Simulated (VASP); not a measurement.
# Ge3Pd (Pm-3m) in VASP: equation of state

Aim: energy against volume of Ge3Pd in PBEsol, for its equilibrium volume and stiffness.

Everything below comes from runs of VASP 6.6.1. Logs are shortened: lines on timing, memory, paths and dates and some standing lists are left out, and cuts for length are marked.

### 1 Starting point

Symmetry: Pm-3m, No. 221, cubic system. The conventional cell has a = 4.142 Å, b = 4.142 Å, c = 4.142 Å, α = 90.00°, β = 90.00°, γ = 90.00°. Around Pd (site symmetry m-3m) lie 12 Ge at 2.93 Å. Around Ge (site symmetry 4/mmm) lie 4 Pd at 2.93 Å and 8 Ge at 2.93 Å.

The cell comes from a database or a generator and needn't be the stable form of this composition.

### 2 Equation of state, PBEsol, 16.70 Å³/atom (volume scaled by 0.94)

The input, INCAR:

```
PREC = Accurate ; ENCUT = 520
EDIFF = 1E-7 ; ISMEAR = -1
SIGMA = 0.05 ; LREAL = F
LASPH = T ; NELM = 60
ALGO = Normal ; ISIF = 2
LWAVE = F ; LCHARG = F
GGA = PS ; NBANDS = 34
```

The input, KPOINTS:

```
Automatic mesh
0
Gamma
  7 7 7
```

The input, POSCAR:

```
Ge3Pd
1.0
    4.0574681928      0.0000000000      0.0000000000
    0.0000000000      4.0574681928      0.0000000000
    0.0000000000      0.0000000000      4.0574681928
Pd Ge
1 3
Direct
    0.0000000000      0.0000000000      0.0000000000
    0.5000000000      0.5000000000      0.0000000000
    0.5000000000      0.0000000000      0.5000000000
    0.0000000000      0.5000000000      0.5000000000
```

Potentials or basis: VASP PAW PBE potentials, release 64 (Pd, Ge_d).

On the command line:

```sh
$ cat potpaw_PBE.64/Pd/POTCAR potpaw_PBE.64/Ge_d/POTCAR > POTCAR
$ mpirun -np 1 vasp_std > vasp.out
```

OUTCAR:

```text
PREC = Accurate
   ENCUT = 520
   EDIFF = 1E-7
   ISMEAR = -1
   LREAL = F
   LASPH = T
   NELM = 60
   ISIF = 2
   GGA = PS

 Found     20 irreducible k-points:

 Following reciprocal coordinates:
            Coordinates               Weight
  0.000000  0.000000  0.000000      1.000000
  0.142857  0.000000  0.000000      6.000000
  0.285714  0.000000  0.000000      6.000000
  0.428571  0.000000  0.000000      6.000000
  0.142857  0.142857  0.000000     12.000000
  0.285714  0.142857  0.000000     24.000000
   k-points           NKPTS =     20   k-points in BZ     NKDIM =     20   number of bands    NBANDS=     34
   number of dos      NEDOS =    301   number of ions     NIONS =      4
   total plane-waves  NPLWV =  27000
   dimension x,y,z NGX =    30 NGY =   30 NGZ =   30
   dimension x,y,z NGXF=    60 NGYF=   60 NGZF=   60
   ions per type =               1   3
   NGX,Y,Z   is equivalent  to a cutoff of  12.29, 12.29, 12.29 a.u.
   NGXF,Y,Z  is equivalent  to a cutoff of  24.58, 24.58, 24.58 a.u.
 SYSTEM =  unknown system
   PREC   = accura    normal or accurate (medium, high low for compatibility)
   ISTART =      0    job   : 0-new  1-cont  2-samecut
   ICHARG =      2    charge: 1-file 2-atom 10-const
   ISPIN  =      1    spin polarized calculation?
   LNONCOLLINEAR =      F non collinear calculations
   LSORBIT =      F    spin-orbit coupling
   LASPH  =      T    aspherical Exc in radial PAW
   ENCUT  =  520.0 eV  38.22 Ry    6.18 a.u.   7.54  7.54  7.54*2*pi/ulx,y,z
   NELM   =     60;   NELMIN=  2; NELMDL= -5     # of ELM steps
   EDIFF  = 0.1E-06   stopping-criterion for ELM
   LREAL  =      F    real-space projection
   EDIFFG = 0.1E-05   stopping-criterion for IOM
   NSW    =      0    number of steps for IOM
   IBRION =     -1    ionic relax: 0-MD 1-quasi-New 2-CG
   NFREE  =      0    steps in history (QN), initial steepest desc. (CG)
   ISIF   =      2    stress and relaxation
   ISYM   =      2    0-nonsym 1-usesym 2-fastsym
   POTIM  = 0.5000    time-step for ionic-motion
   TEBEG  =    0.0;   TEEND  =   0.0 temperature during run
   PSTRESS=    0.0 pullay stress
   NELECT =      52.0000    total number of electrons
   NUPDOWN=      -1.0000    fix difference up-down
   EMIN   =  10.00;   EMAX   =-10.00  energy-range for DOS
   EFERMI =   0.00;   METHOD = LEGACY
   ISMEAR =    -1;   SIGMA  =   0.05  broadening in eV -4-tet -1-fermi 0-gaus
   EFERMI_NEDOS =   21; number of points for ismear=-14 and -15
   IALGO  =     38    algorithm
   IMIX   =      4    mixing-type and parameters
     AMIX     =   0.40;   BMIX     =  1.00
     AMIX_MAG =   1.60;   BMIX_MAG =  1.00
  volume/ion in A,a.u.               =      16.70       112.69
  Fermi-wavevector in a.u.,A,eV,Ry     =   1.505986  2.845900 30.857913  2.267993
  Thomas-Fermi vector in A             =   2.616762
   LORBIT       =      0    0 simple, 1 ext, 2 COOP (PROOUT), +10 PAW based schemes
   GGA     = PS    functional components
   LHFCALC =     F    Hartree Fock is set to
   AEXX    =    0.0000 exact exchange contribution
   IVDW    =     0    specifies the selected vdW correction
   LEPSILON=     F    determine dielectric tensor
   LRPA    =     F    only Hartree local field effects (RPA)
 non-spin polarized calculation
  energy-cutoff  :      520.00
  volume of cell :       66.80
 maximum number of plane-waves:      1817
 NGX is ok and might be reduce to    30
   NGX = 15   NGY = 15   NGZ = 15

 number of electron      51.9999891 magnetization

 Free energy of the ion-electron system (eV)
  ---------------------------------------------------
  ext. energy  EPLUGINS =         0.00000000
  ---------------------------------------------------
  free energy    TOTEN  =       -20.62591163 eV

  energy without entropy =      -20.61144956  energy(sigma->0) =      -20.61868060

 E-fermi :   8.2043     XC(G=0): -12.1922

 val. band max:        8.1892220876   @ k =   0.4286   0.4286   0.1429
 cond. band min:       8.2956954167   @ k =   0.4286   0.4286   0.4286
 fundamental gap:      0.1064733291
 Fermi energy:         8.2042601583

 k-point     1 :       0.0000    0.0000    0.0000
  band No.  band energies     occupation
      1     -16.5536      2.00000
      2     -16.5536      2.00000
      3     -16.5536      2.00000
      4     -16.5410      2.00000
      5     -16.4806      2.00000
      6     -16.4806      2.00000
[... 26 lines left out ...]
     33      14.0391      0.00000
     34      17.3917      0.00000

 k-point     2 :       0.1429    0.0000    0.0000
  band No.  band energies     occupation
      1     -16.5520      2.00000
      2     -16.5440      2.00000
      3     -16.5440      2.00000
      4     -16.5345      2.00000
      5     -16.4795      2.00000
      6     -16.4749      2.00000
[... 26 lines left out ...]
     33      13.4605      0.00000
     34      17.3709      0.00000

 k-point     3 :       0.2857    0.0000    0.0000
  band No.  band energies     occupation
      1     -16.5485      2.00000
      2     -16.5171      2.00000
      3     -16.5171      2.00000
      4     -16.5171      2.00000
      5     -16.4768      2.00000
      6     -16.4597      2.00000
[... 26 lines left out ...]
     33      13.5446      0.00000
     34      17.3208      0.00000

 k-point     4 :       0.4286    0.0000    0.0000
  band No.  band energies     occupation
      1     -16.5455      2.00000
      2     -16.4985      2.00000
      3     -16.4788      2.00000
      4     -16.4788      2.00000
      5     -16.4730      2.00000
      6     -16.4422      2.00000
[... 26 lines left out ...]
     33      14.9834      0.00000
     34      17.2771      0.00000

 k-point     5 :       0.1429    0.1429    0.0000
  band No.  band energies     occupation
      1     -16.5452      2.00000
      2     -16.5399      2.00000
      3     -16.5383      2.00000
      4     -16.5263      2.00000
      5     -16.4763      2.00000
      6     -16.4709      2.00000
[... 26 lines left out ...]
     33      13.7160      0.00000
     34      17.9157      0.00000

 k-point     6 :       0.2857    0.1429    0.0000
  band No.  band energies     occupation
      1     -16.5401      2.00000
      2     -16.5210      2.00000
      3     -16.5149      2.00000
      4     -16.5056      2.00000
      5     -16.4732      2.00000
      6     -16.4558      2.00000
[... 26 lines left out ...]
     33      13.3555      0.00000
     34      18.1285      0.00000

 [... further k-points ...]

------------------------ aborting loop because EDIFF is reached ----------------------------------------

  FORCE on cell =-STRESS in cart. coord.  units (eV):
  Direction    XX          YY          ZZ          XY          YZ          ZX
  --------------------------------------------------------------------------------------
  -------------------------------------------------------------------------------------
  Total        0.4386351      0.4386351      0.4386351     -0.0000000      0.0000000     -0.0000000
  in kB       10.5207961     10.5207961     10.5207961     -0.0000000      0.0000000     -0.0000000
  external PRESSURE =      10.5207961 kB  Pullay stress =       0.0000000 kB

 VOLUME and BASIS-vectors are now :
 -----------------------------------------------------------------------------
  energy-cutoff  :      520.00
  volume of cell :       66.80
      direct lattice vectors                 reciprocal lattice vectors
     4.057468193  0.000000000  0.000000000     0.246459110  0.000000000  0.000000000
     0.000000000  4.057468193  0.000000000     0.000000000  0.246459110  0.000000000
     0.000000000  0.000000000  4.057468193     0.000000000  0.000000000  0.246459110

 POSITION                                       TOTAL-FORCE (eV/Angst)
 -----------------------------------------------------------------------------------
      0.00000      0.00000      0.00000         0.000000      0.000000      0.000000
      2.02873      2.02873      0.00000         0.000000      0.000000      0.000000
      2.02873      0.00000      2.02873         0.000000      0.000000      0.000000
      0.00000      2.02873      2.02873         0.000000      0.000000      0.000000
 -----------------------------------------------------------------------------------
    total drift:                                0.000000      0.000000     -0.000000

  FREE ENERGIE OF THE ION-ELECTRON SYSTEM (eV)
  ---------------------------------------------------
  free  energy   TOTEN  =       -20.6259116294 eV

  energy  without entropy=      -20.6114495641  energy(sigma->0) =      -20.61868060
```

Wall time 20 s (1 thread of Intel Xeon 6975P-C (Granite Rapids), shared host); peak memory 0.19 GiB.

Results:

```yaml
Free_energy: -20.6259 eV
Pressure: 1.1 GPa
Band_gap_on_the_k_mesh: none (metal or under the smearing width)
```

Caveat: the PAW data sets were made with another functional, which shifts forces and pressure a little.

### 3 Equation of state, PBEsol, 17.05 Å³/atom (volume scaled by 0.96)

INCAR is that of step 2.

KPOINTS is that of step 2.

The input, POSCAR:

```
Ge3Pd
1.0
    4.0860428539      0.0000000000      0.0000000000
    0.0000000000      4.0860428539      0.0000000000
    0.0000000000      0.0000000000      4.0860428539
Pd Ge
1 3
Direct
    0.0000000000      0.0000000000      0.0000000000
    0.5000000000      0.5000000000      0.0000000000
    0.5000000000      0.0000000000      0.5000000000
    0.0000000000      0.5000000000      0.5000000000
```

Potentials or basis: VASP PAW PBE potentials, release 64 (Pd, Ge_d).

On the command line:

```sh
$ cat potpaw_PBE.64/Pd/POTCAR potpaw_PBE.64/Ge_d/POTCAR > POTCAR
$ mpirun -np 1 vasp_std > vasp.out
```

Wall time 20 s (1 thread of Intel Xeon 6975P-C (Granite Rapids), shared host); peak memory 0.19 GiB.

The run converged. Its results:

- Free energy: -20.6262 eV
- Pressure: -1.1 GPa
- Band gap on the k mesh: none (metal or under the smearing width)

Caveat: the PAW data sets were made with another functional, which shifts forces and pressure a little.

### 4 Equation of state, PBEsol, 17.41 Å³/atom (volume scaled by 0.98)

INCAR is that of step 3.

KPOINTS is that of step 3.

The input, POSCAR:

```
Ge3Pd
1.0
    4.1142233503      0.0000000000      0.0000000000
    0.0000000000      4.1142233503      0.0000000000
    0.0000000000      0.0000000000      4.1142233503
Pd Ge
1 3
Direct
    0.0000000000      0.0000000000      0.0000000000
    0.5000000000      0.5000000000      0.0000000000
    0.5000000000      0.0000000000      0.5000000000
    0.0000000000      0.5000000000      0.5000000000
```

On the command line:

```sh
$ cat potpaw_PBE.64/Pd/POTCAR potpaw_PBE.64/Ge_d/POTCAR > POTCAR
$ mpirun -np 1 vasp_std > vasp.out
```

Wall time 17 s (1 thread of Intel Xeon 6975P-C (Granite Rapids), shared host); peak memory 0.19 GiB.

The run converged. Its results:

```
Free energy            : -20.6084 eV
Pressure               : -3.0 GPa
Band gap on the k mesh : none (metal or under the smearing width)
```

Caveat: the PAW data sets were made with another functional, which shifts forces and pressure a little.

### 5 Equation of state, PBEsol, 18.12 Å³/atom (volume scaled by 1.02)

INCAR is that of step 4.

KPOINTS is that of step 4.

The input, POSCAR:

```
Ge3Pd
1.0
    4.1694544153      0.0000000000      0.0000000000
    0.0000000000      4.1694544153      0.0000000000
    0.0000000000      0.0000000000      4.1694544153
Pd Ge
1 3
Direct
    0.0000000000      0.0000000000      0.0000000000
    0.5000000000      0.5000000000      0.0000000000
    0.5000000000      0.0000000000      0.5000000000
    0.0000000000      0.5000000000      0.5000000000
```

On the command line:

```sh
$ cat potpaw_PBE.64/Pd/POTCAR potpaw_PBE.64/Ge_d/POTCAR > POTCAR
$ mpirun -np 1 vasp_std > vasp.out
```

Wall time 17 s (1 thread of Intel Xeon 6975P-C (Granite Rapids), shared host); peak memory 0.19 GiB.

Results (log left out):

```
Free energy            : -20.5272 eV
Pressure               : -6.2 GPa
Band gap on the k mesh : none (metal or under the smearing width)
```

Caveat: the PAW data sets were made with another functional, which shifts forces and pressure a little.

### 6 Equation of state, PBEsol, 18.48 Å³/atom (volume scaled by 1.04)

INCAR is that of step 5.

KPOINTS is that of step 5.

The input, POSCAR:

```
Ge3Pd
1.0
    4.1965295533      0.0000000000      0.0000000000
    0.0000000000      4.1965295533      0.0000000000
    0.0000000000      0.0000000000      4.1965295533
Pd Ge
1 3
Direct
    0.0000000000      0.0000000000      0.0000000000
    0.5000000000      0.5000000000      0.0000000000
    0.5000000000      0.0000000000      0.5000000000
    0.0000000000      0.5000000000      0.5000000000
```

Potentials or basis: VASP PAW PBE potentials, release 64 (Pd, Ge_d).

On the command line:

```sh
$ cat potpaw_PBE.64/Pd/POTCAR potpaw_PBE.64/Ge_d/POTCAR > POTCAR
$ mpirun -np 1 vasp_std > vasp.out
```

Wall time 19 s (1 thread of Intel Xeon 6975P-C (Granite Rapids), shared host); peak memory 0.19 GiB.

The run converged. Its results:

- Free energy: -20.4674 eV
- Pressure: -7.5 GPa
- Band gap on the k mesh: none (metal or under the smearing width)

Caveat: the PAW data sets were made with another functional, which shifts forces and pressure a little.

### 7 Equation of state, PBEsol, 18.83 Å³/atom (volume scaled by 1.06)

INCAR is that of step 6.

KPOINTS is that of step 6.

The input, POSCAR:

```
Ge3Pd
1.0
    4.2232597616      0.0000000000      0.0000000000
    0.0000000000      4.2232597616      0.0000000000
    0.0000000000      0.0000000000      4.2232597616
Pd Ge
1 3
Direct
    0.0000000000      0.0000000000      0.0000000000
    0.5000000000      0.5000000000      0.0000000000
    0.5000000000      0.0000000000      0.5000000000
    0.0000000000      0.5000000000      0.5000000000
```

On the command line:

```sh
$ cat potpaw_PBE.64/Pd/POTCAR potpaw_PBE.64/Ge_d/POTCAR > POTCAR
$ mpirun -np 1 vasp_std > vasp.out
```

It took 23 s on 1 thread of Intel Xeon 6975P-C (Granite Rapids), shared host; peak memory 0.19 GiB.

It converged, with:

```yaml
Free_energy: -20.3966 eV
Pressure: -8.6 GPa
Band_gap_on_the_k_mesh: none (metal or under the smearing width)
```

Caveat: the PAW data sets were made with another functional, which shifts forces and pressure a little.

### 8 Equation of state, PBEsol

No new run: the results of the series are fitted here.

Results:

```yaml
Equilibrium_volume: 16.88 Å³/atom
Bulk_modulus: 102 GPa
Pressure_derivative_of_the_bulk_modulus: 5.0
```

Energy against volume, from the lowest point:
| volume (Å³/atom) | energy (meV/atom) |
| --- | --- |
| 16.700 | 0.07 |
| 17.055 | 0.00 |
| 17.410 | 4.46 |
| 17.766 | 12.86 |
| 18.121 | 24.75 |
| 18.476 | 39.71 |
| 18.831 | 57.39 |

Caveat: the PAW data sets were made with another functional, which shifts forces and pressure a little.
